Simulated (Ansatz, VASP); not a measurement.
# GaN: VASP beside Ansatz, part 2 of 2

Wanted: the spread between two codes on one cell, functional and k mesh. The structure shown is the end of the Ansatz relaxation below.

VASP 6.6.1 and Ansatz 0.2.0.

So far. Step 3 (VASP: single point, LDA, pair 1): The run ends at a pressure of 2.91 GPa, with forces up to 4.4e-4 eV/Å.

### 6. VASP: single point, LDA, pair 2

Level of this step: LDA; plane waves and PAW (N, Ga_d) (VASP).

The same cell, functional (in two slightly different forms) and mesh now go to VASP, with its own data sets.

The input, INCAR:

```
SYSTEM = GaN
PREC = Accurate
ENCUT = 600
EDIFF = 1E-06
NELM = 120
ISMEAR = 0
SIGMA = 0.01
LREAL = .FALSE.
ALGO = Normal
GGA = PW92
NBANDS = 24
LORBIT = 11
LWAVE = .FALSE.
LCHARG = .FALSE.
ISIF = 2
LASPH = .TRUE.
GGA_COMPAT = .FALSE.
EFERMI = MIDGAP
KPAR = 2
```

The input, POSCAR:

```
GaN
1.0
    3.0418091814      0.0000000000      0.0000000000
   -1.5209045907      2.6342840246      0.0000000000
    0.0000000000      0.0000000000      4.9644847077
N Ga
2 2
Direct
    0.3333333334      0.6666666668      0.3754141458
    0.6666666668      0.3333333334      0.8754141458
    0.3333333334      0.6666666668      0.9995858542
    0.6666666668      0.3333333334      0.4995858542
```

The input, KPOINTS:

```
Automatic mesh
0
Gamma
15 15 8
0 0 0
```

The projector-augmented-wave data sets are N and Ga_d (LDA family, release 64).

The run is started by

```
$ mpirun -np 2 vasp_std
```

Numbers of over 12 decimals in the logs are rounded to 6 here.

Output:

```text
[banner, memory and clock lines left out]
running    2 mpi-ranks, on    1 nodes
[...]
[... a notice as in an earlier step ...]

 LDA part: xc-table for (Slater(with rela. corr.)+PW92), standard interpolation
 POSCAR, INCAR and KPOINTS ok, starting setup
[...]
entering main loop
       N       E                     dE             d eps       ncg     rms          rms(c)
DAV:   1     0.285805392440E+03    0.28581E+03   -0.19873E+04  7160   0.317E+03
DAV:   2     0.117625513062E+01   -0.28463E+03   -0.27209E+03  7120   0.557E+02
DAV:   3    -0.312757567408E+02   -0.32452E+02   -0.32211E+02  7528   0.149E+02
DAV:   4    -0.322160335741E+02   -0.94028E+00   -0.93822E+00  7992   0.277E+01
[...]
DAV:  12    -0.275559872016E+02   -0.90190E-05   -0.10494E-04  7296   0.101E-01    0.106E-02
DAV:  13    -0.275559857723E+02    0.14293E-05   -0.10692E-05  8640   0.256E-02    0.403E-03
DAV:  14    -0.275559857377E+02    0.34621E-07   -0.81928E-07  4280   0.907E-03
   1 F= -.27555986E+02 E0= -.27555986E+02  d E =0.000000E+00
```

From OUTCAR (step 6):

```text
  Total        6.9708583      6.9708583      6.9672030      0.0000000      0.0000000     -0.0000000
  in kB      280.7553855    280.7553855    280.6081645      0.0000000      0.0000000     -0.0000000
  external PRESSURE =     280.7063118 kB  Pullay stress =       0.0000000 kB

 POSITION                                       TOTAL-FORCE (eV/Angst)
 -----------------------------------------------------------------------------------
      0.00000      1.75619      1.86374        -0.000000      0.000000     -0.001331
      1.52090      0.87809      4.34598         0.000000     -0.000000     -0.001331
      0.00000      1.75619      4.96243        -0.000000      0.000000      0.001331
      1.52090      0.87809      2.48019         0.000000      0.000000      0.001331
 -----------------------------------------------------------------------------------
    total drift:                               -0.000000     -0.000000     -0.000087

  FREE ENERGIE OF THE ION-ELECTRON SYSTEM (eV)
  ---------------------------------------------------
  free  energy   TOTEN  =       -27.5559857377 eV

  energy  without entropy=      -27.5559857377  energy(sigma->0) =      -27.55598574

[... 1 part as in an earlier step ...]

[... 2 further parts left out ...]
[key lines of the parts left out:]
E-fermi :   8.1486
```

The run ends at a pressure of 28.07 GPa, with forces up to 0.0013 eV/Å.

### 7. Differences

The two programs side by side:

```
              quantity  Ansatz   VASP  difference
        pressure (GPa)   26.80  28.07       -1.27
gap on the k mesh (eV)   2.838  2.850      -0.011
```

A gap on the mesh is an upper bound, since the band edges may lie between its points.

### 8. Ansatz: relaxation, LDA

This run makes the geometry at which the two programs are then compared. The cell compared in this pair holds 40.66 Å³, against 39.78 Å³ for the pair before.

The structure compared here is the end of the Ansatz relaxation.

The input, input.yaml:

```yaml
crystal:
  lattice:
    - [3.0647676389, 0.0, 0.0]
    - [-1.5323838194, 2.654166632, 0.0]
    - [0.0, 0.0, 4.9990596805]
  atoms:
    - { symbol: "N", position: [0.3333333333, 0.6666666667, 0.3755489203] }
    - { symbol: "N", position: [0.6666666667, 0.3333333333, 0.8755489203] }
    - { symbol: Ga, position: [0.3333333333, 0.6666666667, -0.0005489203] }
    - { symbol: Ga, position: [0.6666666667, 0.3333333333, 0.4994510797] }
kpoints:
  mp_grid: { grid: [15, 15, 8] }
hamiltonian:
  xc: lda
  pseudopotentials: { kind: paw, azcp: { folder: soft_1 }, xc_functional: pbe }
scf:
  occupations: { method: fixed }
output:
  forces: true
  stress: true
  eigenvalues: true
relax:
  adjacent_minimum: "off"
  f_tol: 0.001
  max_steps: 60
  cell: { stress_tol: 0.01, fix: [volume] }
```

The run is started by

```
$ ansatz run input.yaml --threads 8 --pin off --max-ram 16384MiB --backend cpu --events-out ev --progress --plain --runs-dir out
```

Output:

```text
[...]
Crystal: 4 atoms, lattice volume = 40.664 Å³
Basis set: ecut = 420 eV, 785 PW (Γ)
Bands: 22, of which v1, the nominal top of the filled ones, is band 18 counted from 1 (17 counted from 0)
Symmetry: 12 space group operations
[...]
k-points: 135 of 1800 (time reversal used)
[...]
--- Relaxed structure (4 steps of the walk, 4 accepted, 1 SCFs on fresh bases) ---
[...]
cell:  # Å, volume = 40.6644 Å³
    - [3.064509, -2.8865062566428693e-11, 0]
    - [-1.532254, 2.653943, 0]
    - [0, 0, 4.999904]
  atoms:
    - { symbol: N, position: [0.333333, 0.666667, 0.375487] }
    - { symbol: N, position: [0.666667, 0.333333, 0.875487] }
    - { symbol: Ga, position: [0.333333, 0.666667, -0.000486668] }
    - { symbol: Ga, position: [0.666667, 0.333333, 0.499513] }
[key lines of the parts left out:]
SCF converged after 4 iterations
Free energy (F): -8163.990786 eV
Fermi energy:    11.203196 eV
P = ⅓ Tr σ = 20.2291 GPa (202.291 kbar)
```

### 9. VASP: single point, LDA, pair 3

The same cell, functional (in two slightly different forms) and mesh now go to VASP, with its own data sets.

INCAR is that of step 6.

The input, POSCAR:

```
GaN
1.0
    3.0645088583      0.0000000000      0.0000000000
   -1.5322544291      2.6539425214      0.0000000000
    0.0000000000      0.0000000000      4.9999040012
N Ga
2 2
Direct
    0.3333333334      0.6666666668      0.3754866682
    0.6666666668      0.3333333334      0.8754866682
    0.3333333334      0.6666666668      0.9995133318
    0.6666666668      0.3333333334      0.4995133318
```

KPOINTS is that of step 6.

The run is started by

```
$ mpirun -np 2 vasp_std
```

Output:

```text
[... set-up lines as in an earlier step ...]
 entering main loop
       N       E                     dE             d eps       ncg     rms          rms(c)
DAV:   1     0.282775205808E+03    0.28278E+03   -0.19682E+04  7120   0.314E+03
DAV:   2     0.954371692270E+00   -0.28182E+03   -0.26941E+03  7080   0.549E+02
DAV:   3    -0.313328803583E+02   -0.32287E+02   -0.32022E+02  7648   0.148E+02
DAV:   4    -0.322436256863E+02   -0.91075E+00   -0.90914E+00  7888   0.272E+01
[...]
DAV:  12    -0.276933486065E+02   -0.94594E-05   -0.11239E-04  7088   0.102E-01    0.985E-03
DAV:  13    -0.276933473880E+02    0.12184E-05   -0.12257E-05  8960   0.265E-02    0.273E-03
DAV:  14    -0.276933474320E+02   -0.43958E-07   -0.84879E-07  4528   0.756E-03
   1 F= -.27693347E+02 E0= -.27693347E+02  d E =0.000000E+00
```

From OUTCAR (step 9):

```text
  Total        5.4323290      5.4323290      5.4280506      0.0000000      0.0000000      0.0000000
  in kB      214.0339111    214.0339111    213.8653420      0.0000000      0.0000000      0.0000000
  external PRESSURE =     213.9777214 kB  Pullay stress =       0.0000000 kB

 POSITION                                       TOTAL-FORCE (eV/Angst)
 -----------------------------------------------------------------------------------
      0.00000      1.76930      1.87740        -0.000000      0.000000     -0.001200
      1.53225      0.88465      4.37735        -0.000000      0.000000     -0.001200
      0.00000      1.76930      4.99747         0.000000      0.000000      0.001200
      1.53225      0.88465      2.49752         0.000000      0.000000      0.001200
 -----------------------------------------------------------------------------------
    total drift:                                0.000000      0.000000     -0.000214

  FREE ENERGIE OF THE ION-ELECTRON SYSTEM (eV)
  ---------------------------------------------------
  free  energy   TOTEN  =       -27.6933474320 eV

  energy  without entropy=      -27.6933474320  energy(sigma->0) =      -27.69334743

[... 1 part as in an earlier step ...]

[... 2 further parts left out ...]
[key lines of the parts left out:]
E-fermi :   7.7956
```

The run ends at a pressure of 21.40 GPa, with forces up to 0.0012 eV/Å.

### 10. Differences

Compared:

```
              quantity  Ansatz   VASP  difference
        pressure (GPa)   20.23  21.40       -1.17
gap on the k mesh (eV)   2.693  2.705      -0.012
```

A gap on the mesh is an upper bound, since the band edges may lie between its points.

### 11. Summary of results

| Item | Value |
| --- | --- |
| difference in gap on the k mesh (single point, LDA, pair 1) | -0.014 eV |
| difference in pressure (single point, LDA, pair 1) | -0.83 GPa |
| difference in gap on the k mesh (single point, LDA, pair 2) | -0.011 eV |
| difference in pressure (single point, LDA, pair 2) | -1.3 GPa |
| difference in pressure (single point, LDA, pair 3) | -1.2 GPa |

What this shows: The difference in pressure is -1.3 GPa (single point, LDA, pair 2), beyond the 1 GPa picked in this series as the mark of a large difference. What causes the difference of the single point, LDA, pair 3 pair stays open here. 6 further runs of this series are not shown here. Such differences can come from data sets, numerical settings and the points named under the comparisons, not from the functional's error against experiment.

[Lines on the potential files, build, host, timing and source positions are cut from VASP's logs without a mark.]

[Logs are printed without paths, hosts, clocks, repeated set-up lines and the standing remarks that a program may print on its own settings, such as how far it seeks lower states.]

[Hosts, paths, dates, database ids (printed as entryN), source tags and the programs' standing remarks are cut or masked in the printed files.]
